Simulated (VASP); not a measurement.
All values below come from vdW-DF2, VASP's PBE PAW potentials (set 64) (plane waves; VASP 6.6.1).

A VASP calculation is set up with these files.

**KPOINTS**
```
K-points
0
Gamma
 5 5 4
0 0 0
```

INCAR:
```
LWAVE  =  F
NSW  =  60
ALGO  =  Normal   # blocked Davidson
SYSTEM  =  Te
IBRION  =  2   # conjugate gradients
ISMEAR  =  0   # Gaussian
EDIFF  =  1E-6   # SCF stop (eV)
GGA  =  ML
ZAB_VDW  =  -1.8867
LMAXMIX  =  4
LASPH  =  T   # aspherical one-centre terms
AGGAC  =  0.0
SIGMA  =  0.05   # width (eV)
NELM  =  100   # most electronic steps
EDIFFG  =  -0.02   # ionic stop
LCHARG  =  F
ISIF  =  3   # ions, shape and volume
LUSE_VDW  =  T
ENCUT  =  520   # plane-wave cut-off (eV)
PREC  =  Accurate
LREAL  =  F   # projection in real space or not
```

POSCAR:
```
Te
1
    2.4195640608    -4.1908075070     0.0000000000
    2.4195640608     4.1908075070    -0.0000000000
    0.0000000000    -0.0000000000     6.0708439768
Te
3
Direct
  0.0000000000   0.2532069442   0.6666670000
  0.7467930558   0.7467930558   0.0000000000
  0.2532069442   0.0000000000   0.3333330000
```

POTCAR, in this order: Te (PBE.64 set). Program: vasp_std.

The resulting files:

**OUTCAR**
```
 ion  position               nearest neighbor table
   1  0.000  0.253  0.667-   2 2.93   3 2.93
   2  0.747  0.747  0.000-   3 2.93   1 2.93
   3  0.253  0.000  0.333-   2 2.93   1 2.93
  LATTYP: Found a hexagonal cell.
 ALAT       =     4.8391277938
 C/A-ratio  =     1.2545326835
 Subroutine PRICEL returns:
 Original cell was already a primitive cell.
 Subroutine GETGRP returns: Found  6 space group operations
The static configuration has the point symmetry C_2 .
 The point group associated with its full space group is D_3 .
The dynamic configuration has the point symmetry C_2 .
 Subroutine INISYM returns: Found  6 space group operations
 Subroutine IBZKPT returns following result:
 Found     17 irreducible k-points:

 Following reciprocal coordinates:
            Coordinates               Weight
  0.000000  0.000000  0.000000      1.000000
  0.200000  0.000000  0.000000      6.000000
  0.400000  0.000000  0.000000      6.000000
  0.200000  0.200000  0.000000      6.000000
  0.400000  0.200000  0.000000      6.000000
  0.000000  0.000000  0.250000      2.000000
...
```

OSZICAR:
```
       N       E                     dE             d eps       ncg     rms          rms(c)
DAV:   1     0.843741346264E+02    0.84374E+02   -0.64349E+03   442   0.108E+03
DAV:   2     0.266260591847E+01   -0.81712E+02   -0.78893E+02   588   0.150E+02
DAV:   3    -0.293408088673E+01   -0.55967E+01   -0.55571E+01   502   0.457E+01
DAV:   4    -0.304720056260E+01   -0.11312E+00   -0.11305E+00   613   0.777E+00
DAV:   5    -0.304849248042E+01   -0.12919E-02   -0.12919E-02   561   0.769E-01    0.778E+00
DAV:   6    -0.300809110609E+01    0.40401E-01   -0.51430E-02   482   0.170E+00    0.511E+00
DAV:   7    -0.300883088643E+01   -0.73978E-03   -0.12464E-01   467   0.271E+00    0.375E-01
DAV:   8    -0.300635711542E+01    0.24738E-02   -0.16752E-02   452   0.861E-01    0.291E-01
DAV:   9    -0.300645882851E+01   -0.10171E-03   -0.54093E-04   557   0.180E-01    0.110E-01
DAV:  10    -0.300663725280E+01   -0.17842E-03   -0.26069E-04   472   0.172E-01    0.558E-02
DAV:  11    -0.300663632287E+01    0.92993E-06   -0.11605E-05   537   0.245E-02    0.699E-03
DAV:  12    -0.300663692936E+01   -0.60649E-06   -0.19917E-06   360   0.131E-02
   1 F= -.30066369E+01 E0= -.30066369E+01  d E =-.300664E+01
```

OUTCAR:
```
------------------------ aborting loop because EDIFF is reached ----------------------------------------
  FORCE on cell =-STRESS in cart. coord.  units (eV):
  Direction    XX          YY          ZZ          XY          YZ          ZX
  --------------------------------------------------------------------------------------
  Total       -0.0138490     -0.0138490     -0.0049099      0.0000000     -0.0000000     -0.0000000
  in kB       -0.1802252     -0.1802251     -0.0638955      0.0000000     -0.0000000     -0.0000000
  external PRESSURE =      -0.1414486 kB  Pullay stress =       0.0000000 kB
  volume of cell :      123.12
      direct lattice vectors                 reciprocal lattice vectors
     2.419564061 -4.190807507  0.000000000     0.206648796 -0.119308749  0.000000000
     2.419564061  4.190807507  0.000000000     0.206648796  0.119308749  0.000000000
     0.000000000  0.000000000  6.070843977     0.000000000  0.000000000  0.164721743
 POSITION                                       TOTAL-FORCE (eV/Angst)
 -----------------------------------------------------------------------------------
      0.61265      1.06114      4.04723        -0.002790     -0.004832      0.000000
      3.61383      0.00000      0.00000         0.005579     -0.000000     -0.000000
      0.61265     -1.06114      2.02361        -0.002790      0.004832     -0.000000
 -----------------------------------------------------------------------------------
    total drift:                               -0.000133     -0.000411      0.000011
  FREE ENERGIE OF THE ION-ELECTRON SYSTEM (eV)
  ---------------------------------------------------
  free  energy   TOTEN  =        -3.0066369294 eV

  energy  without entropy=       -3.0066369294  energy(sigma->0) =       -3.00663693

 reached required accuracy - stopping structural energy minimisation
```
(Selected blocks of OUTCAR.)

The compound is Te in the trig structure. It was relaxed first, which changed the volume by +21 %. The start is the result of an earlier pass.
